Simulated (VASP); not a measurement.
Here is the system:

```
Os
1.0
    1.36892    -2.37104     0.00000
    1.36892     2.37104     0.00000
    0.00000     0.00000     4.31798
Os
2
Direct
  0.33333   0.66667   0.25000
  0.66667   0.33333   0.75000
```

These are PBE GGA with D3 dispersion (Becke-Johnson damping), VASP's PBE PAW potentials (set 64) (plane waves; VASP) values and carry that method's errors. Settings: 520 eV cut-off, 17×17×10 Γ-centred mesh, tetrahedra with Blöchl corrections, potentials Os.

Unless said otherwise, spin-orbit coupling is left out, though it shifts the bands of the heavy elements here.

**Question.** Estimate the energy per atom (σ→0), band gap (on the k-mesh) with the smallest direct gap where there is one.

**Answer.** 
The band gap (on the k-mesh) comes out as none (metal, semimetal or under 0.01 eV) and the energy per atom (σ→0) comes out as -11.896 eV/atom.

Total energies compare only between runs with the same potentials, cut-off and functional.

The compound is Os in the hcp structure. It was relaxed first.
